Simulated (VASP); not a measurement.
Given:

```
AlNi3
1.0
    3.58932     0.00000     0.00000
    0.00000     3.58932     0.00000
    0.00000     0.00000     3.58932
Al Ni
1 3
Cartesian
  0.00000   0.00000   0.00000
  0.00000   1.79466   1.79466
  1.79466   0.00000   1.79466
  1.79466   1.79466   0.00000
```
Starting moments (μB, in the order of the record's atoms Al Ni Ni Ni): 0.0 0.2 0.2 0.2.

Calculation: PBEsol GGA, VASP's PBE PAW potentials (set 64) (plane waves; VASP). Settings: 520 eV cut-off, 9×9×9 Γ-centred mesh, first-order Methfessel-Paxton smearing of 0.10 eV, potentials Al Ni.

Problem. Give the stress tensor in GPa (positive for a compressed cell).

Solution. 
```
-10.61    0.00    0.00
  0.00  -10.61    0.00
  0.00    0.00  -10.61
```
The pressure is its mean diagonal, -10.61 GPa.

The compound is Ni3Al in the L1_2 structure. This cell is one point of a volume scan, at 1.06 of the reference volume.
